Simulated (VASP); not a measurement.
VASP ran on this input.

File KPOINTS:
```
Regular mesh
0
Gamma
  9 9 2
```

POSCAR:
```
MoS2
1
    3.1456246992    -0.0000000000    -0.0000000000
   -1.5728123496     2.7241913847     0.0000000000
   -0.0000000000     0.0000000000    12.0615511295
Mo S
2 4
Direct
  0.3333330000   0.6666670000   0.2500000000
  0.6666670000   0.3333330000   0.7500000000
  0.3333330000   0.6666670000   0.6202152950
  0.6666670000   0.3333330000   0.1202152950
  0.3333330000   0.6666670000   0.8797847050
  0.6666670000   0.3333330000   0.3797847050
```

INCAR:
```
SYSTEM = MoS2
PREC = Accurate
ENCUT = 400
EDIFF = 1E-7
NELM = 100
ALGO = Normal
LREAL = .FALSE.
LASPH = .TRUE.
ISMEAR = -5
GGA = PE
IVDW = 12
LMAXMIX = 4
LWAVE = .FALSE.
LCHARG = .TRUE.
LORBIT = 11
NEDOS = 601
ISIF = 2
LEFG = .TRUE.
```

POTCAR, in this order: Mo_sv S (PBE.64 set). Program: vasp_std.

### Question
Translate this PBE-D3(BJ) calculation to Ansatz.

### Answer
One equivalent input (not run):
Ansatz 0.2 input:
```yaml
crystal:
  lattice:
    - [3.1456247, 0.0000000, 0.0000000]
    - [-1.5728123, 2.7241914, 0.0000000]
    - [0.0000000, 0.0000000, 12.0615511]
  atoms:
    - { symbol: Mo, position: [0.3333330, 0.6666670, 0.2500000] }
    - { symbol: Mo, position: [0.6666670, 0.3333330, 0.7500000] }
    - { symbol: S, position: [0.3333330, 0.6666670, 0.6202153] }
    - { symbol: S, position: [0.6666670, 0.3333330, 0.1202153] }
    - { symbol: S, position: [0.3333330, 0.6666670, 0.8797847] }
    - { symbol: S, position: [0.6666670, 0.3333330, 0.3797847] }
kpoints:
  mp_grid: { grid: [9, 9, 2] }
hamiltonian:
  xc: pbe
  dispersion: d3bj
  pseudopotentials: { kind: paw }
scf:
  occupations: { method: tetrahedron }
  max_iter: 100
output: { forces: true, stress: true, eigenvalues: true }
```
The two are equivalent in intent, not identical: each code has its own PAW files, so the cut-off isn't converted (ENCUT is set for VASP's; basis.ecutwfc is left out, and Ansatz then takes the one that its files recommend); Ansatz stops its SCF on the density residual and VASP on the energy change (EDIFF); the field gradients of LEFG aren't asked of the other code.

The structure comes from a measured MoS2 entry (P6_3/mmc) of the Crystallography Open Database, whose conditions weren't checked. It was relaxed first.
